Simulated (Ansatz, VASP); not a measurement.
# Two plane-wave programs on MgC

File INCAR:

```
SYSTEM = MgC
  PREC = Accurate
  ENCUT = 600
  EDIFF = 1E-6
  ISMEAR = 0
  SIGMA = 0.1
  LREAL = .FALSE.
  LASPH = .TRUE.
  NELM = 100
  ALGO = Normal
  ISIF = 3
  LWAVE = .FALSE.
  LCHARG = .FALSE.
  GGA = PE
  IBRION = 2
  NSW = 90
  EDIFFG = -0.04
```

File KPOINTS:

```
regular mesh
0
G
  4 6 4
  0 0 0
```

File POSCAR:

```
MgC
1.0
    4.7356152800      0.0000000000      0.0000000000
    0.0000000000      3.1382070800      0.0000000000
    0.0000000000      0.0000000000      4.7464935800
Mg C
2 2
Direct
    0.7500000000      0.5000000000      0.2541110000
    0.2500000000      0.5000000000      0.7458890000
    0.2500000000      0.0000000000      0.2395320000
    0.7500000000      0.0000000000      0.7604680000
```

Input for Ansatz:

```yaml
crystal:
  lattice:
    - [4.73561528, 0.0, 0.0]
    - [0.0, 3.13820708, 0.0]
    - [0.0, 0.0, 4.74649358]
  atoms:
    - { symbol: Mg, position: [0.75, 0.5, 0.254111] }
    - { symbol: Mg, position: [0.25, 0.5, 0.745889] }
    - { symbol: C, position: [0.25, 0.0, 0.239532] }
    - { symbol: C, position: [0.75, 0.0, 0.760468] }
basis:
  ecutwfc: 420
kpoints:
  mp_grid: { grid: [4, 6, 4] }
hamiltonian:
  xc: pbe
scf:
  occupations: { method: gaussian, width: 0.1 }
  lower_state_search: "off"
output:
  forces: true
  stress: true
  eigenvalues: true
relax:
  adjacent_minimum: "off"
  f_tol: 0.04
  max_steps: 70
  cell: { stress_tol: 0.4 }
```

Change from the starting cell: species swapped into the ZrRh type (Pmma, No. 51).

Alike in both runs: task relaxation of cell and atoms; functional PBE; k mesh 4 × 6 × 4; occupations gaussian, width 0.1 eV; no spin polarisation.

|  | VASP | Ansatz |
| --- | --- | --- |
| version | VASP 6.6.1 | Ansatz 0.2.0 |
| potentials or method | VASP PAW PBE potentials, release 64 (Mg, C) | scalar-relativistic, plane waves, PAW |
| plane-wave cutoff (eV) | 600 | 420 |
| valence electrons in the cell | 12 | 28 |

Ansatz gave:

| Item | Value |
| --- | --- |
| gap on the k mesh at the Fermi level, each at its own relaxed structure (eV) | none |
| relaxed volume (Å³/atom) | 10.99 |
| relaxed cell length with the largest relative difference (Å) | 2.927 |
| energy change over the relaxation (meV/atom) | -636 |

Problem. Which values does VASP return?

Solution. gap on the k mesh at the Fermi level, each at its own relaxed structure (eV): none; relaxed volume (Å³/atom): 10.96; relaxed cell length with the largest relative difference (Å): 2.919; energy change over the relaxation (meV/atom): -649.

A gap of «none» marks a metal or a gap that the smearing closes. The two sets of potentials don't hold the same shells in valence.

Caveats: the volume moved by over 15 % at a fixed basis, so the end points are rough (VASP).
